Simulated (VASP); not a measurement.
Runs of VASP 6.6.1 on C. Symmetry: P6_3/mmc, No. 194, hexagonal system. The conventional cell has a = 2.461 Å, b = 2.461 Å, c = 6.708 Å, α = 90.00°, β = 90.00°, γ = 120.00°. C (site symmetry -6m2) has 3 C at 1.42 Å as nearest neighbours. C (site symmetry -6m2) is surrounded by 3 C at 1.42 Å. The cell was built by a generator and needn't be a form met in nature.

| level | potentials or basis | gap on the mesh (eV) | pressure (GPa) |
| --- | --- | --- | --- |
| PBE | VASP PAW PBE potentials, release 64 (C) | 0.56 | 3.2 |
| r2SCAN | VASP PAW PBE potentials, release 64 (C) | 0.60 | -0.7 |
| r2SCAN+rVV10 | VASP PAW PBE potentials, release 64 (C) | 0.59 | -1.3 |
| vdW-DF2 | VASP PAW PBE potentials, release 64 (C) | 0.54 | 5.7 |
| PBE+D2 | VASP PAW PBE potentials, release 64 (C) | 0.56 | 0.7 |
| PBEsol | VASP PAW PBE potentials, release 64 (C) | 0.55 | 0.3 |
| optB88-vdW | VASP PAW PBE potentials, release 64 (C) | 0.54 | 1.7 |
| optB86b-vdW | VASP PAW PBE potentials, release 64 (C) | 0.55 | (c) |
| PBE+TS | VASP PAW PBE potentials, release 64 (C) | 0.56 | -0.3 |
| LDA | VASP PAW LDA potentials, release 64 (C) | 0.53 | (b) |
| PBE+D4 | VASP PAW PBE potentials, release 64 (C) | 0.56 | (a) |
| SCAN+rVV10 | VASP PAW PBE potentials, release 64 (C) | 0.59 | -2.8 |

Alike in all rows: task single point; no spin polarisation; cell as given; k mesh 16 × 16 × 4; cutoff (eV) 520; smearing fermi-dirac 0.05 eV.

**Question.** Fill in the values left out.

**Answer.** (a) 0.0; (b) -4.8; (c) 2.0.

Caveats: the PAW data sets were made with another functional, which shifts forces and pressure a little (some runs); this functional lacks dispersion, which binds the layers, so the pressure and a relaxed spacing across them are unreliable (some runs).

A k mesh can miss the band edges.

Not every run made on this cell is shown here.
